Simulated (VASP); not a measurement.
Calculation: PBE GGA, VASP's PBE PAW potentials (set 64) (plane waves; VASP 6.6.1).

VASP input:

**POSCAR**
```
LiF
1
    0.0000000000     1.9004531530     1.9004531530
    1.9004531530    -0.0000000000     1.9004531530
    1.9004531530     1.9004531530    -0.0000000000
Li F
1 1
Direct
  0.0000000000   0.0000000000   0.0000000000
  0.5000000000   0.5000000000   0.5000000000
```

### KPOINTS
```
Automatic mesh
0
Gamma
12 12 12
0 0 0
```

INCAR:
```
SYSTEM = LiF
PREC = Accurate; ENCUT = 620; LREAL = .False.
LASPH = .True.
EDIFF = 1E-6; NELM = 100; ALGO = Normal
ISMEAR = 0; SIGMA = 0.05
GGA = PE
IBRION = 2; NSW = 40; ISIF = 3
EDIFFG = -0.02; PSTRESS = 200
LWAVE = .False.; LCHARG = .False.
```

POTCAR, in this order: Li_sv F (PBE.64 set). Program: vasp_std.

Output

File OSZICAR:
```
       N       E                     dE             d eps       ncg     rms          rms(c)
DAV:   1     0.343059824524E+02    0.34306E+02   -0.66687E+03  1384   0.131E+03
DAV:   2    -0.910054186889E+01   -0.43407E+02   -0.42782E+02  1457   0.228E+02
DAV:   3    -0.998897133978E+01   -0.88843E+00   -0.88693E+00  1685   0.313E+01
DAV:   4    -0.999572342197E+01   -0.67521E-02   -0.67502E-02  1690   0.270E+00
DAV:   5    -0.999578050656E+01   -0.57085E-04   -0.57083E-04  1675   0.162E-01    0.460E+00
DAV:   6    -0.946277937156E+01    0.53300E+00   -0.25594E+00  1343   0.133E+01    0.131E+00
DAV:   7    -0.946639239042E+01   -0.36130E-02   -0.30339E-02  1773   0.189E+00    0.843E-01
DAV:   8    -0.947249790747E+01   -0.61055E-02   -0.14057E-02  1755   0.159E+00    0.961E-02
DAV:   9    -0.947254493703E+01   -0.47030E-04   -0.84918E-04  1424   0.335E-01    0.401E-02
DAV:  10    -0.947258937666E+01   -0.44440E-04   -0.10772E-04  1420   0.107E-01    0.721E-03
DAV:  11    -0.947259080191E+01   -0.14253E-05   -0.24558E-06  1694   0.218E-02    0.158E-03
DAV:  12    -0.947259140632E+01   -0.60441E-06   -0.33734E-07  1331   0.692E-03
   1 F= -.77589462E+01 E0= -.77589462E+01  d E =-.775895E+01
```

**OUTCAR**
```
------------------------ aborting loop because EDIFF is reached ----------------------------------------
  FORCE on cell =-STRESS in cart. coord.  units (eV):
  Direction    XX          YY          ZZ          XY          YZ          ZX
  --------------------------------------------------------------------------------------
  Total        1.7137513      1.7137513      1.7137513      0.0000000      0.0000000     -0.0000000
  in kB      200.0123815    200.0123815    200.0123815      0.0000000      0.0000000     -0.0000000
  external PRESSURE =       0.0123815 kB  Pullay stress =     200.0000000 kB
  volume of cell :       13.73
      direct lattice vectors                 reciprocal lattice vectors
     0.000000000  1.900453153  1.900453153    -0.263095146  0.263095146  0.263095146
     1.900453153  0.000000000  1.900453153     0.263095146 -0.263095146  0.263095146
     1.900453153  1.900453153  0.000000000     0.263095146  0.263095146 -0.263095146
  FREE ENERGIE OF THE ION-ELECTRON SYSTEM (eV)
  ---------------------------------------------------
  free  energy   TOTEN  =        -9.4725914063 eV

  energy  without entropy=       -9.4725914063  energy(sigma->0) =       -9.47259141
  enthalpy is  TOTEN    =        -7.7589461839 eV   P V=        1.7136452224

 reached required accuracy - stopping structural energy minimisation
```
(Selected blocks of OUTCAR.)

The compound is LiF in the rock salt structure. It was relaxed first under an external pressure of 20 GPa.
